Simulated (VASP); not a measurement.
All values below come from MS2 meta-GGA, VASP's PBE PAW potentials (set 64) (plane waves; VASP).

VASP input:

File KPOINTS:
```
Automatic mesh
0
Gamma
 8 8 6
0 0 0
```

### POSCAR
```
NiSb
1
    1.9465346761    -3.3714971163     0.0000000000
    1.9465346761     3.3714971163    -0.0000000000
   -0.0000000000     0.0000000000     5.0696935233
Ni Sb
2 2
Direct
  0.0000000000   0.0000000000   0.5000000000
  0.0000000000   0.0000000000   0.0000000000
  0.3333330000   0.6666670000   0.2500000000
  0.6666670000   0.3333330000   0.7500000000
```

### INCAR
```
# general
SYSTEM   =  NiSb
PREC     =  Accurate
ENCUT    =  520   # plane-wave cut-off (eV)
LREAL    =  .FALSE.   # projection in real space or not
LASPH    =  .TRUE.

# electronic loop
EDIFF    =  1E-6   # SCF stop (eV)
NELM     =  100
ALGO     =  Normal
LMAXMIX  =  4   # l cut-off of mixed one-centre charges
LMIXTAU  =  .TRUE.

# smearing
ISMEAR   =  1
SIGMA    =  0.1   # width (eV)

# functional
METAGGA  =  MS2

# ions
IBRION   =  2
NSW      =  60
ISIF     =  3
EDIFFG   =  -0.02   # ionic stop

# output
LWAVE    =  .FALSE.
LCHARG   =  .FALSE.
```

POTCAR, in this order: Ni Sb (PBE.64 set). Program: vasp_std.

Unless said otherwise, spin-orbit coupling is left out, though it shifts the bands of the heavy elements here.

**Question.** What does the run give for the energy per atom (σ→0), volume per atom, band gap (on the k-mesh)?

**Answer.** 
```
Quantity                                                    Result
------------------------  ----------------------------------------
energy per atom (σ→0)                               -4.375 eV/atom
band gap (on the k-mesh)  none (metal, semimetal or under 0.01 eV)
volume per atom                                      16.66 Å³/atom
```

OSZICAR:
```
...
   3 F= -.17499809E+02 E0= -.17499511E+02  d E =-.399120E-03
       N       E                     dE             d eps       ncg     rms          rms(c)
DAV:   1    -0.174999158114E+02   -0.10769E-03   -0.19726E-03  1700   0.456E-01    0.772E-02
DAV:   2    -0.175000236019E+02   -0.10779E-03   -0.99237E-04  1691   0.622E-01    0.937E-02
DAV:   3    -0.174998482539E+02    0.17535E-03   -0.46094E-04  1639   0.435E-01    0.243E-02
DAV:   4    -0.174998296044E+02    0.18649E-04   -0.25499E-05  2254   0.743E-02    0.755E-03
DAV:   5    -0.174998294595E+02    0.14492E-06   -0.41419E-06  1274   0.343E-02
   4 F= -.17499829E+02 E0= -.17499529E+02  d E =-.419730E-03
```

The compound is NiSb in the NiAs type structure. This run relaxes it. Symmetry was kept, so distortions that lower it aren't found. The start is the result of an earlier pass. The run is not spin-polarised, so no magnetic state was tried.
